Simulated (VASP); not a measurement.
Here is the system:

```
CSi
1.0
    2.85210     0.00000     0.00000
   -1.42605     2.46999     0.00000
    0.00000     0.00000     2.54991
Si C
1 1
Direct
  0.00000   0.00000   0.00000
  0.66667   0.33333   0.50000
```

Level of theory: r2SCAN meta-GGA, VASP's PBE PAW potentials (set 64) (plane waves; VASP 6.6.1). Settings: 520 eV cut-off, 16×16×16 Γ-centred mesh, tetrahedra with Blöchl corrections, potentials Si C.

Tabulate the total density of states (states/eV per cell) against energy (eV; zero at the valence-band maximum or, without a gap, the Fermi level).

(E (eV), DOS (states/eV)): (-9.98, 0.38); (-9.38, 0.37); (-8.90, 0.41); (-8.30, 0.55); (-7.70, 0.52); (-7.22, 0.47); (-6.62, 0.51); (-6.02, 0.55); (-5.54, 0.49); (-4.94, 0.52); (-4.34, 0.54); (-3.86, 0.63); (-3.26, 0.69); (-2.66, 0.68); (-2.18, 0.73); (-1.58, 0.69); (-0.98, 0.71); (-0.50, 0.59); (0.10, 0.51); (0.70, 0.45); (1.18, 0.39); (1.78, 0.21); (2.38, 0.33); (2.86, 0.37); (3.46, 0.39)
Within 2 eV below the Fermi level the largest weight inside VASP's projection spheres is C p, then Si p.

The structure was generated: SiC was put into the WC type (P-6m2), which need not be its known phase. It was relaxed first, which changed the volume by +30 %.
